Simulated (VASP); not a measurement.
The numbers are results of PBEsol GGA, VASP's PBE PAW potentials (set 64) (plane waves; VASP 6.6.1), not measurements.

Input for VASP

### KPOINTS
```
Automatic mesh
0
Gamma
8 8 8
0 0 0
```

POSCAR:
```
PbO
1.0
  3.1582674367   0.0000000000   0.0000000000
  0.0000000000   3.1582674367   0.0000000000
  0.0000000000   0.0000000000   3.1582674367
Pb O
1 1
Cartesian
  0.0000000000   0.0000000000   0.0000000000
  1.5791337184   1.5791337184   1.5791337184
```

INCAR:
```
SYSTEM = PbO
PREC = Accurate
ENCUT = 520
EDIFF = 1E-6
NELM = 100
ALGO = Normal
LREAL = .FALSE.
LASPH = .TRUE.
ISMEAR = 0
SIGMA = 0.05
GGA = PS
LMAXMIX = 4
LWAVE = .FALSE.
LCHARG = .FALSE.
IBRION = 2
ISIF = 3
NSW = 60
EDIFFG = -0.01
```

POTCAR, in this order: Pb_d O (PBE.64 set). Program: vasp_std.

Output

### OUTCAR
```
 ion  position               nearest neighbor table
   1  0.000  0.000  0.000-   2 2.74   2 2.74   2 2.74   2 2.74   2 2.74   2 2.74   2 2.74   2 2.74
  LATTYP: Found a simple cubic cell.
 ALAT       =     3.1582674367
 Subroutine PRICEL returns:
 Original cell was already a primitive cell.
 Subroutine GETGRP returns: Found 48 space group operations
The static configuration has the point symmetry O_h .
The dynamic configuration has the point symmetry O_h .
 Subroutine INISYM returns: Found 48 space group operations
 Subroutine IBZKPT returns following result:
 Found     35 irreducible k-points:

 Following reciprocal coordinates:
            Coordinates               Weight
  0.000000  0.000000  0.000000      1.000000
  0.125000  0.000000  0.000000      6.000000
  0.250000  0.000000  0.000000      6.000000
  0.375000  0.000000  0.000000      6.000000
  0.500000  0.000000  0.000000      3.000000
  0.125000  0.125000  0.000000     12.000000
  0.250000  0.125000  0.000000     24.000000
  0.375000  0.125000  0.000000     24.000000
  0.500000  0.125000  0.000000     12.000000
  0.250000  0.250000  0.000000     12.000000
  0.375000  0.250000  0.000000     24.000000
  0.500000  0.250000  0.000000     12.000000
  0.375000  0.375000  0.000000     12.000000
  0.500000  0.375000  0.000000     12.000000
  0.500000  0.500000  0.000000      3.000000
  0.125000  0.125000  0.125000      8.000000
  0.250000  0.125000  0.125000     24.000000
  0.375000  0.125000  0.125000     24.000000
  0.500000  0.125000  0.125000     12.000000
  0.250000  0.250000  0.125000     24.000000
  0.375000  0.250000  0.125000     48.000000
  0.500000  0.250000  0.125000     24.000000
  0.375000  0.375000  0.125000     24.000000
  0.500000  0.375000  0.125000     24.000000
  0.500000  0.500000  0.125000      6.000000
  0.250000  0.250000  0.250000      8.000000
  0.375000  0.250000  0.250000     24.000000
  0.500000  0.250000  0.250000     12.000000
  0.375000  0.375000  0.250000     24.000000
  0.500000  0.375000  0.250000     24.000000
  0.500000  0.500000  0.250000      6.000000
  0.375000  0.375000  0.375000      8.000000
  0.500000  0.375000  0.375000     12.000000
  0.500000  0.500000  0.375000      6.000000
  0.500000  0.500000  0.500000      1.000000
   k-points           NKPTS =     35   k-points in BZ     NKDIM =     35   number of bands    NBANDS=     14
   number of dos      NEDOS =    301   number of ions     NIONS =      2
   total plane-waves  NPLWV =  13824
   dimension x,y,z NGX =    24 NGY =   24 NGZ =   24
   dimension x,y,z NGXF=    48 NGYF=   48 NGZF=   48
   ions per type =               1   1
   PREC   = accura    normal or accurate (medium, high low for compatibility)
   ISTART =      0    job   : 0-new  1-cont  2-samecut
   ICHARG =      2    charge: 1-file 2-atom 10-const
   ISPIN  =      1    spin polarized calculation?
   LNONCOLLINEAR =      F non collinear calculations
   LSORBIT =      F    spin-orbit coupling
   INIWAV =      1    electr: 0-lowe 1-rand  2-diag
   ENCUT  =  520.0 eV  38.22 Ry    6.18 a.u.   5.87  5.87  5.87*2*pi/ulx,y,z
   NELM   =    100;   NELMIN=  2; NELMDL= -5     # of ELM steps
   EDIFF  = 0.1E-05   stopping-criterion for ELM
   LREAL  =      F    real-space projection
   NLSPLINE    = F    spline interpolate recip. space projectors
   LMAXMIX     =    4 max onsite mixed and CHGCAR
   VOSKOWN=      0    Vosko Wilk Nusair interpolation
   EDIFFG = -.1E-01   stopping-criterion for IOM
   NSW    =     60    number of steps for IOM
   NBLOCK =      1;   KBLOCK =     60    inner block; outer block
   IBRION =      2    ionic relax: 0-MD 1-quasi-New 2-CG
   NFREE  =      1    steps in history (QN), initial steepest desc. (CG)
...
```

OSZICAR:
```
       N       E                     dE             d eps       ncg     rms          rms(c)
DAV:   1     0.173349617221E+03    0.17335E+03   -0.10968E+04   994   0.180E+03
DAV:   2     0.931548446937E+00   -0.17242E+03   -0.16609E+03  1064   0.413E+02
DAV:   3    -0.121521580751E+02   -0.13084E+02   -0.13004E+02  1248   0.119E+02
DAV:   4    -0.124104004996E+02   -0.25824E+00   -0.25814E+00  1072   0.177E+01
DAV:   5    -0.124182128129E+02   -0.78123E-02   -0.78122E-02  1272   0.317E+00    0.764E+00
DAV:   6    -0.108218621836E+02    0.15964E+01   -0.12533E+01  1356   0.325E+01    0.477E+00
DAV:   7    -0.105535736569E+02    0.26829E+00   -0.16791E+00  1110   0.121E+01    0.142E+00
DAV:   8    -0.105394203792E+02    0.14153E-01   -0.36244E-01  1110   0.685E+00    0.926E-01
DAV:   9    -0.105252277363E+02    0.14193E-01   -0.33911E-02  1136   0.252E+00    0.122E-01
DAV:  10    -0.105255667475E+02   -0.33901E-03   -0.32543E-03  1130   0.658E-01    0.120E-01
DAV:  11    -0.105253845709E+02    0.18218E-03   -0.16821E-03  1034   0.437E-01    0.645E-02
DAV:  12    -0.105253317836E+02    0.52787E-04   -0.14897E-04  1034   0.124E-01    0.151E-03
DAV:  13    -0.105253319543E+02   -0.17067E-06   -0.20639E-06   930   0.154E-02
   1 F= -.10525332E+02 E0= -.10525332E+02  d E =-.105253E+02
```

**OUTCAR**
```
------------------------ aborting loop because EDIFF is reached ----------------------------------------
  FORCE on cell =-STRESS in cart. coord.  units (eV):
  Direction    XX          YY          ZZ          XY          YZ          ZX
  --------------------------------------------------------------------------------------
  Total       -0.0071953     -0.0071953     -0.0071953      0.0000000      0.0000000     -0.0000000
  in kB       -0.3659442     -0.3659442     -0.3659442      0.0000000      0.0000000     -0.0000000
  external PRESSURE =      -0.3659442 kB  Pullay stress =       0.0000000 kB
  volume of cell :       31.50
      direct lattice vectors                 reciprocal lattice vectors
     3.158267437  0.000000000  0.000000000     0.316629298  0.000000000  0.000000000
     0.000000000  3.158267437  0.000000000     0.000000000  0.316629298  0.000000000
     0.000000000  0.000000000  3.158267437     0.000000000  0.000000000  0.316629298
 POSITION                                       TOTAL-FORCE (eV/Angst)
 -----------------------------------------------------------------------------------
      0.00000      0.00000      0.00000         0.000000      0.000000      0.000000
      1.57913      1.57913      1.57913         0.000000      0.000000      0.000000
 -----------------------------------------------------------------------------------
    total drift:                                0.000000      0.000000     -0.000000
  FREE ENERGIE OF THE ION-ELECTRON SYSTEM (eV)
  ---------------------------------------------------
  free  energy   TOTEN  =       -10.5253319543 eV

  energy  without entropy=      -10.5253319542  energy(sigma->0) =      -10.52533195

 reached required accuracy - stopping structural energy minimisation
```
(Selected blocks of OUTCAR.)

The structure was generated: PbO was put into the CsCl type type (Pm-3m), which need not be its known phase. It was relaxed first, which changed the volume by +50 %. The start is the result of an earlier pass.
